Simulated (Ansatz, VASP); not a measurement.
# Cross-check of HfO2 between VASP and Ansatz, part 2 of 2

Aim: how closely do two programs agree when they are given the same cell, functional and k mesh? The cell is taken from a series of runs on this material, whose earlier steps may have relaxed, scaled, displaced or heated it; both programs get it as it stands.

VASP 6.6.1 and Ansatz 0.2.0.

So far: Set-up; VASP: zone-centre phonons, LDA, pair 1.

## (3) Ansatz: zone-centre phonons, LDA, pair 1

Level of this step: Ansatz beside VASP: Kohn-Sham DFT, plane waves, LDA (Ansatz).

Ansatz runs on its PAW soft_1 files.

The same cell, functional (in two slightly different forms) and mesh now go to Ansatz, which takes its cutoff from its data sets.

input.yaml reads:

```yaml
crystal:
  lattice:
    - [0.0604597376, 2.5154324991, 2.4964356547]
    - [2.5154324991, 0.0604597376, 2.4964356547]
    - [2.5758922367, 2.5758922367, 0.0]
  atoms:
    - { symbol: O, position: [0.2462396527, 0.2462396527, 0.2537603473] }
    - { symbol: O, position: [0.7537603473, 0.7537603473, 0.7462396527] }
    - { symbol: Hf, position: [0.0, 0.0, 0.0] }
kpoints:
  mp_grid: { grid: [8, 8, 8] }
hamiltonian:
  xc: lda
  pseudopotentials: { kind: paw, azcp: { folder: soft_1 }, xc_functional: pbe }
scf:
  occupations: { method: fixed }
output:
  eigenvalues: true
phonons:
  method: dfpt
```

On the command line:

```console
> ansatz run input.yaml --threads 8 --pin off --max-ram 20480MiB --backend cpu --events-out ev --progress --plain --runs-dir out
```

Numbers of over 12 decimals in the logs are rounded to 6 here.

Output:

```text
zone centre: on kpoints.mp_grid the ground state, and the responses unless they are solved on pairs of k-points, stand on 150 of the mesh's 512 k-points, reduced under 2 symmetry operations, with k and −k counted as one. Each operation leaves every solved displacement unchanged or reverses it
Engine: ansatz 0.2.0, aarch64-unknown-linux-gnu
Pseudopotentials: kind: paw
Pseudopotential: O, paw, valence charge 6, recommended cutoff 420 eV (normal), soft_1/O.paw.azcp
Pseudopotential: Hf, paw, valence charge 26, recommended cutoff 420 eV (normal), soft_1/Hf.paw.azcp
Functional definition: SPW92
  exchange = slater_x
  correlation = pw_c
Crystal: 3 atoms, lattice volume = 31.574 Å³
Basis set: ecut = 420 eV, 619 PW (Γ), exchange–correlation on 60×60×60 points (8 copies of the dense FFT grid, shifted against one another)
Bands: 23, of which v1, the nominal top of the filled ones, is band 19 counted from 1 (18 counted from 0)
Symmetry: 8 space group operations
k-points: 150 of 512 (irreducible under 2 space group operations, time reversal used)
Non-local potential: O, projectors of the file, l = 0: 2, l = 1: 2, l = 2: 1
Non-local potential: Hf, projectors of the file, l = 0: 3, l = 1: 2, l = 2: 2, l = 3: 3
PAW form: soft (Blöchl's): semilocal exchange-correlation on the pseudo side does not see the compensation charge
PAW frozen core: O, regenerated for the run's functional, and the local potential with it (the file was generated under x = pbe(κ = 0.804, μ = 0.219515), c = pbe(β = 0.066725))
PAW frozen core: Hf, regenerated for the run's functional, and the local potential with it (the file was generated under x = pbe(κ = 0.804, μ = 0.219515), c = pbe(β = 0.066725))
PAW one-centre angular grid: O, 110 points (default); XC on 64 Gauss nodes
PAW one-centre angular grid: Hf, 590 points (default); XC on 64 Gauss nodes
Initial density: superposition of atomic densities (chi_scale 0.1, normalization cell, long waves kept (reshape's long-wave potential 0.00 eV rms))
Initial wavefunctions: pseudopotential atomic-orbital guess
Functional: x = slater, c = lda
SCF iter   1: F=—  HF=-16594.293135 eV  |F-HF|=—  |Δ(HF+E_count)|=         —  Δρ=9.07e-2  dr2=1.98e0  ethr=3.10e-3  ⟨swp⟩=4.1  Hψ=11412  notcnv=0  defer=288
preconditioner: auto → none  [insulator: Δε(μ)=2.974 eV  Ē_g=19.354 eV  n_scr=14 (ndim 8)  ℏωp=39.7 eV  f_vac=0.000  ε∞_Penn≈5.2]
SCF iter   2: F=—  HF=-16593.710231 eV  |F-HF|=—  |Δ(HF+E_count)|=   5.83e-1  Δρ=3.74e-2  dr2=3.82e-1  ethr=3.10e-3  ⟨swp⟩=2.3  Hψ=8141  notcnv=0  defer=263
SCF iter   3: F=—  HF=-16593.618630 eV  |F-HF|=—  |Δ(HF+E_count)|=   9.16e-2  Δρ=2.59e-2  dr2=1.15e-1  ethr=1.01e-3  ⟨swp⟩=2.0  Hψ=5995  notcnv=0  defer=300
SCF iter   4: F=—  HF=-16593.596712 eV  |F-HF|=—  |Δ(HF+E_count)|=   2.19e-2  Δρ=6.14e-3  dr2=4.53e-3  ethr=3.02e-4  ⟨swp⟩=2.4  Hψ=5991  notcnv=0  defer=300
SCF iter   5: F=—  HF=-16593.599164 eV  |F-HF|=—  |Δ(HF+E_count)|=   2.45e-3  Δρ=2.78e-3  dr2=8.70e-4  ethr=1.19e-5  ⟨swp⟩=2.0  Hψ=6837  notcnv=0  defer=300
SCF iter   6: F=—  HF=-16593.599346 eV  |F-HF|=—  |Δ(HF+E_count)|=   1.82e-4  Δρ=2.99e-4  dr2=9.10e-6  ethr=2.29e-6  ⟨swp⟩=2.0  Hψ=5702  notcnv=0  defer=298
SCF iter   7: F=—  HF=-16593.599342 eV  |F-HF|=—  |Δ(HF+E_count)|=   4.50e-6  Δρ=2.27e-5  dr2=1.19e-7  ethr=2.40e-8  ⟨swp⟩=2.7  Hψ=5873  notcnv=0  defer=1
SCF iter   8: F=—  HF=-16593.599341 eV  |F-HF|=—  |Δ(HF+E_count)|=   7.74e-7  Δρ=4.49e-6  dr2=2.81e-9  ethr=3.12e-10  ⟨swp⟩=2.2  Hψ=6388  notcnv=0
SCF iter   9: F=-16593.599341 eV  HF=-16593.599341 eV  |F-HF|=5.82e-11  |Δ(HF+E_count)|=  7.46e-10  Δρ=7.10e-7  dr2=7.91e-11  ethr=1.00e-12  ⟨swp⟩=7.6  Hψ=27097  notcnv=0
SCF 1 converged in 9 iterations: F = -16593.599341 eV  dr2 = 7.91e-11
  greatest PAW one-centre occupation: 0.999 electrons in one spin orbital (limit 2), on the Hf atom at site 2 (counted from 0), in its partial waves of l = 3
DFPT response loops at Γ: preconditioner auto → none (the input reference at scf.mixing.eps_inf says where Resta's filter doesn't serve); β = 0.50; Broyden in place of MSR1
SCF converged after 9 iterations
Free energy (F): -16593.599341 eV
Harris-Foulkes:  -16593.599341 eV  (|F-HF|=5.82e-11)
Internal energy: -16593.599341 eV  (E = F + TS)
E sigma→0 (E₀):  -16593.599341 eV
Fermi energy:    15.091843 eV
--- Per-component energies (eV) ---
  E_band       = 17.275036
  E_kinetic    = 742.979709
  E_local      = -6900.474176  (includes V_loc(G=0)·N_el)
  E_nonlocal   = 187.180785
  E_hartree    = 3292.085905
  E_xc         = -405.612483
  E_vxc        = -436.661053  (∫ρ·V_xc dr)
  E_paw        = -7760.921210  (= ΣΔE_a)
  E_vpaw       = -159.923787  (= ΣTr[D̂ρ^β])
  E_aug_tail   = 0.001729  (compensation charges beyond the density's cutoff)
  E_ewald      = -5751.490530
  E_core_change = 2.650931  (= ΣΔE_core)
  E_smearing   = -0.000000  (= −TS)
  E_closure    = 0.000000  (closes the sum)
  Σ components = -16593.599341   (vs F -16593.599341, Δ=0.00e0)
--- Band table (eV; the first three rows and the last of 150) ---
  k-point 0: bands = [... 15 lower, 9.4824, 14.3101, 14.4071, 14.4663, 18.7607, 18.8144, 20.8918, 25.6042]
  k-point 1: bands = [... 15 lower, 9.7789, 13.9666, 14.0381, 14.1368, 19.0820, 19.0899, 21.4898, 24.8117]
  k-point 2: bands = [... 15 lower, 10.8334, 13.0361, 13.5549, 13.5614, 19.4648, 19.5907, 22.1107, 24.1523]
  k-point 149: bands = [... 15 lower, 11.6323, 13.1112, 13.5837, 15.0918, 18.6781, 20.5256, 21.9605, 23.0682]
--- Phonons (Γ-DFPT): 4 representative perturbations + reference, on 150 of 512 k-points (Σ response iterations 15) ---
  k mesh reduced under 2 symmetry operations, with k and −k counted as one. Each operation leaves every solved displacement unchanged or reverses it
  ASR residual: 3.117e-4 → 0.000e0 eV/Å²; symmetrization residual: 3.999e-6 eV/Å²
  ASR residual per site (eV/Å²): 2.26e-4 2.26e-4 3.12e-4
  Γ frequencies (cm⁻¹): 0.00 0.00 0.00 206.80 243.03 264.66 576.35 589.28 599.40
  non-analytic LO–TO correction: not included (Born effective charges unavailable; polar crystals: no LO–TO splitting at Γ)
```

The column dr2 measures how far the density is from self-consistency, as an energy; F and HF (Harris–Foulkes) agree once it is small.

## (4) Differences

Known differences besides the potentials themselves: the two LDA forms differ slightly; fixed occupations in Ansatz, narrow Gaussian smearing in VASP; the data sets hold 38 valence electrons in Ansatz (on its PAW soft_1 files) and 22 in VASP; the cutoff is 420 eV in Ansatz and 600 eV in VASP; VASP's log shows a relativistic correction to its local exchange, Ansatz's none. Total energies have different zeros and are not compared.

The two programs side by side:

| quantity | Ansatz | VASP | difference |
| --- | --- | --- | --- |
| optical mode 1 (cm⁻¹) | 206.8 | 204.3 | +1.22 % |
| optical mode 2 (cm⁻¹) | 243.0 | 239.4 | +1.53 % |
| optical mode 3 (cm⁻¹) | 264.7 | 262.6 | +0.78 % |
| optical mode 4 (cm⁻¹) | 576.4 | 574.1 | +0.40 % |
| optical mode 5 (cm⁻¹) | 589.3 | 587.4 | +0.32 % |
| optical mode 6 (cm⁻¹) | 599.4 | 595.2 | +0.71 % |

Modes are paired by rising frequency, not by their patterns, so a pair may set unlike modes beside each other; they are those without the splitting of longitudinal modes.

## (5) VASP: zone-centre phonons, LDA, pair 2

Second derivatives magnify differences that forces hide, and they need a tight electronic threshold. The cell compared in this pair holds 31.68 Å³, against 31.57 Å³ for the pair before.

INCAR reads:

```
SYSTEM = HfO2
PREC = Accurate
ENCUT = 600
EDIFF = 1E-08
NELM = 120
ISMEAR = 0
SIGMA = 0.01
LREAL = .FALSE.
ALGO = Normal
GGA = CA
NBANDS = 17
LASPH = .TRUE.
LORBIT = 11
LWAVE = .FALSE.
LCHARG = .FALSE.
ISIF = 2
IBRION = 8
GGA_COMPAT = .FALSE.
EFERMI = MIDGAP
KPAR = 2
```

POSCAR reads:

```
HfO2
1.0
    0.0800553918      2.5208455073      2.4953282249
    2.5208455073      0.0800553918      2.4953282249
    2.6009008992      2.6009008992      0.0000000001
O Hf
2 1
Direct
    0.2451500324      0.2451500324      0.2548499676
    0.7548499676      0.7548499676      0.7451500324
    0.0000000000      0.0000000000      0.0000000000
```

KPOINTS reads:

```
Automatic mesh
0
Gamma
8 8 8
0 0 0
```

Potentials, in the order of the species: O and Hf_pv (LDA family, release 64).

On the command line:

```console
> mpirun -np 2 vasp_std
```

Output:

```text
[... set-up lines as in an earlier step ...]
 entering main loop
       N       E                     dE             d eps       ncg     rms          rms(c)
DAV:   1     0.996256993944E+02    0.99626E+02   -0.13946E+04  3230   0.144E+03
DAV:   2    -0.346162603451E+02   -0.13424E+03   -0.13003E+03  4218   0.318E+02
DAV:   3    -0.386057624137E+02   -0.39895E+01   -0.39790E+01  3733   0.494E+01
DAV:   4    -0.386285716923E+02   -0.22809E-01   -0.22805E-01  4264   0.407E+00
[...]
DAV:  12    -0.330289567694E+02   -0.76658E-06   -0.63187E-06  4240   0.198E-02    0.215E-02
DAV:  13    -0.330289568079E+02   -0.38412E-07   -0.15038E-07  4055   0.355E-03    0.265E-03
DAV:  14    -0.330289568114E+02   -0.35636E-08   -0.41911E-09  2691   0.623E-04
   1 F= -.33028957E+02 E0= -.33028957E+02  d E =0.000000E+00
 Linear response reoptimize wavefunctions to high precision
DAV:   1    -0.330289568118E+02   -0.37699E-09   -0.47573E-10  2747   0.210E-04
DAV:   2    -0.330289568118E+02   -0.72760E-11   -0.47714E-11  1867   0.587E-05
 Linear response DOF=           4
 Linear response progress:
[...]
RMM:  15    -0.221362285960E+00   -0.16153E-08   -0.16885E-07  9435   0.101E-04    0.886E-06
RMM:  16    -0.221362287399E+00   -0.14383E-08   -0.12628E-07  8685   0.994E-05    0.586E-06
RMM:  17    -0.221362288099E+00   -0.70065E-09   -0.87617E-08  8435   0.987E-05    0.581E-06
 first order change of Fermi-energy   0.48654E-04
 force on displaced ion       3 direction 1 :  -5.322   1.833  -0.000
 Linear response progress:
  Degree of freedom:   4/  4
       N       E                     dE             d eps       ncg     rms          rms(c)
RMM:   1    -0.230205834368E+00   -0.23021E+00    0.22275E+00  3972   0.952E+00
RMM:   2    -0.223111344137E+00    0.70945E-02   -0.28162E-02  4864   0.114E+00    0.839E-01
RMM:   3    -0.222315865704E+00    0.79548E-03   -0.10043E-03  5865   0.153E-01    0.438E-01
RMM:   4    -0.221705941984E+00    0.60992E-03   -0.12108E-04  6382   0.604E-02    0.201E-01
[...]
RMM:  25    -0.221389153151E+00   -0.13074E-07   -0.76089E-07  4589   0.943E-05    0.436E-07
RMM:  26    -0.221389140197E+00    0.12953E-07   -0.85837E-08  4561   0.941E-05    0.468E-07
RMM:  27    -0.221389153118E+00   -0.12921E-07   -0.75900E-07  4567   0.943E-05    0.434E-07
 first order change of Fermi-energy   0.75981E-04
 force on displaced ion       3 direction 3 :   0.000   0.000  -5.756
 Linear response finished
```

Parts of OUTCAR (step 5):

```text
  Total       -1.6410804     -1.6410804     -0.6872214     -0.9295771     -0.0000000     -0.0000000
  in kB      -82.9905262    -82.9905262    -34.7532411    -47.0093331     -0.0000000     -0.0000000
  external PRESSURE =     -66.9114311 kB  Pullay stress =       0.0000000 kB

 POSITION                                       TOTAL-FORCE (eV/Angst)
 -----------------------------------------------------------------------------------
      1.30045      1.30045      1.22346        -0.000000     -0.000000      0.029637
      3.90135      3.90135      3.76720         0.000000      0.000000     -0.029637
      0.00000      0.00000      0.00000         0.000000      0.000000      0.000000
 -----------------------------------------------------------------------------------
    total drift:                                0.000000      0.000000     -0.000000

[... 1 part as in an earlier step ...]

[... 1 further part left out ...]
```

## (6) Ansatz: zone-centre phonons, LDA, pair 2

The same cell, functional (in two slightly different forms) and mesh now go to Ansatz, which takes its cutoff from its data sets.

The cell is taken from a series of runs on this material, whose earlier steps may have relaxed, scaled, displaced or heated it; both programs get it as it stands.

input.yaml, the sections that differ from step 3:

```yaml
crystal:
  lattice:
    - [0.0800553918, 2.5208455073, 2.4953282249]
    - [2.5208455073, 0.0800553918, 2.4953282249]
    - [2.6009008992, 2.6009008992, 1.0e-10]
  atoms:
    - { symbol: O, position: [0.2451500324, 0.2451500324, 0.2548499676] }
    - { symbol: O, position: [0.7548499676, 0.7548499676, 0.7451500324] }
    - { symbol: Hf, position: [0.0, 0.0, 0.0] }
# kpoints, hamiltonian, scf, output, phonons: as in step 3
```

On the command line:

```console
> ansatz run input.yaml --threads 8 --pin off --max-ram 20480MiB --backend cpu --events-out ev --progress --plain --runs-dir out
```

Output:

```text
[...]
Crystal: 3 atoms, lattice volume = 31.682 Å³
Basis set: ecut = 420 eV, 619 PW (Γ), exchange–correlation on 60×60×60 points (8 copies of the dense FFT grid, shifted against one another)
Bands: 23, of which v1, the nominal top of the filled ones, is band 19 counted from 1 (18 counted from 0)
Symmetry: 8 space group operations
k-points: 150 of 512 (irreducible under 2 space group operations, time reversal used)
[...]
k-point 2: bands = [... 15 lower, 10.7508, 12.9830, 13.4983, 13.5074, 19.3522, 19.5142, 22.0322, 23.9450]
  k-point 149: bands = [... 15 lower, 11.6272, 12.9692, 13.5972, 15.0413, 18.6022, 20.4471, 21.8703, 22.8595]
[...]
ASR residual: 2.937e-4 → 0.000e0 eV/Å²; symmetrization residual: 6.671e-6 eV/Å²
  ASR residual per site (eV/Å²): 2.11e-4 2.11e-4 2.94e-4
  Γ frequencies (cm⁻¹): 0.00 0.00 0.00 189.94 242.32 269.57 568.46 586.80 601.14
[...]
[key lines of the parts left out:]
SCF converged after 9 iterations
Free energy (F): -16593.583401 eV
Fermi energy:    15.041350 eV
```

## (7) Side by side

What differs besides the data sets and the points named for the pairs above, as far as they apply: the data sets hold 38 valence electrons in Ansatz (on its PAW soft_1 files) and 22 in VASP. Total energies have different zeros and are not compared.

Both answers:

| quantity | Ansatz | VASP | difference |
| --- | --- | --- | --- |
| optical mode 1 (cm⁻¹) | 189.9 | 187.3 | +1.43 % |
| optical mode 2 (cm⁻¹) | 242.3 | 239.0 | +1.41 % |
| optical mode 3 (cm⁻¹) | 269.6 | 267.4 | +0.80 % |
| optical mode 4 (cm⁻¹) | 568.5 | 566.2 | +0.41 % |
| optical mode 5 (cm⁻¹) | 586.8 | 584.8 | +0.34 % |
| optical mode 6 (cm⁻¹) | 601.1 | 597.4 | +0.63 % |

Modes are paired by rising frequency, not by their patterns, so a pair may set unlike modes beside each other; they are those without the splitting of longitudinal modes.

## (8) Results

```
r.m.s. difference of the optical zone-centre modes, each program's sorted by frequency (zone-centre phonons, LDA, pair 1) : 2.9 cm⁻¹
difference in optical mode 2 (zone-centre phonons, LDA, pair 1)                                                           : +1.5 %
r.m.s. difference of the optical zone-centre modes, each program's sorted by frequency (zone-centre phonons, LDA, pair 2) : 2.8 cm⁻¹
difference in optical mode 1 (zone-centre phonons, LDA, pair 2)                                                           : +1.4 %
```

What this shows: The r.m.s. difference of the optical zone-centre modes, each program's sorted by frequency is 2.9 cm⁻¹ (zone-centre phonons, LDA, pair 1). The data sets hold unlike numbers of valence electrons (38 in Ansatz and 22 in VASP), so part of the differences comes from the potentials. Among the rows given in per cent, the largest difference of the zone-centre phonons, LDA, pair 1 pair is in optical mode 2, +1.5 %. Among the rows given in per cent, the largest difference of the zone-centre phonons, LDA, pair 2 pair is in optical mode 1, +1.4 %. Such differences can come from data sets, numerical settings and the points named under the comparisons, not from the functional's error against experiment.

[Lines on the potential files, build, host, timing and source positions are cut from VASP's logs without a mark.]

[Logs are printed without paths, hosts, clocks, repeated set-up lines and the standing remarks that a program may print on its own settings, such as how far it seeks lower states.]

[Hosts, paths, dates, database ids (printed as entryN), source tags and the programs' standing remarks are cut or masked in the printed files.]
